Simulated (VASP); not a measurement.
Given:

```
AgBr
1.0
    4.01212     0.00000     0.00000
    0.00000     4.01212     0.00000
    0.00000     0.00000    26.09842
Ag Br
4 4
Direct
  0.00000   0.50000   0.33694
  0.50000   0.00000   0.44565
  0.00000   0.50000   0.55435
  0.50000   0.00000   0.66306
  0.00000   0.50000   0.44565
  0.50000   0.00000   0.33694
  0.00000   0.50000   0.66306
  0.50000   0.00000   0.55435
```

All values below come from PBEsol GGA, VASP's PBE PAW potentials (set 64) (plane waves; VASP). Settings: PREC = Normal, EDIFF = 1E-5, 400 eV cut-off, 5×5×1 Γ-centred mesh, Gaussian smearing of 0.050 eV, potentials Ag Br.

**Question.** The ions are relaxed. What does this cell relax into?

**Answer.** 
```
AgBr
1.0
    4.01212     0.00000     0.00000
    0.00000     4.01212     0.00000
    0.00000     0.00000    26.09842
Ag Br
4 4
Direct
  0.00000   0.50000   0.34273
  0.50000   0.00000   0.44075
  0.00000   0.50000   0.55925
  0.50000   0.00000   0.65727
  0.00000   0.50000   0.44841
  0.50000   0.00000   0.33284
  0.00000   0.50000   0.66716
  0.50000   0.00000   0.55159
```

**Question.** How much energy does the relaxation gain?

**Answer.** The energy (σ→0) changes by -7.2 meV/atom, in 9 ionic steps.

The cell is a thin slab with vacuum, built from AgBr (rock salt): (100) face.
